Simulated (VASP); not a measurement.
Energy against volume of Ni$_{3}$Al (L1_2). Level of theory: rev-vdW-DF2, VASP's PBE PAW potentials (set 64) (plane waves; VASP). Run with 520 eV cut-off, 9×9×9 Γ-centred mesh, first-order Methfessel-Paxton smearing of 0.10 eV, potentials Al Ni.

```
V (Å³/atom)  E (eV/atom)
-----------  -----------
10.463          -3.43830
10.797          -3.45789
11.131          -3.46352
11.465          -3.45737
```

Task: Fit these four points and predict the energy of the run at 11.798 Å³/atom.

Result: A cubic in V^(−2/3), the third-order Birch-Murnaghan form, passes through the four points with V0 = 11.11 Å³/atom and B0 = 189 GPa, and gives -3.4413 eV/atom there. The run gave -3.4413 eV/atom, +0.0 meV/atom from the fit; all five points give B0 = 189 GPa.

The compound is Ni3Al in the L1_2 structure. It was relaxed first.
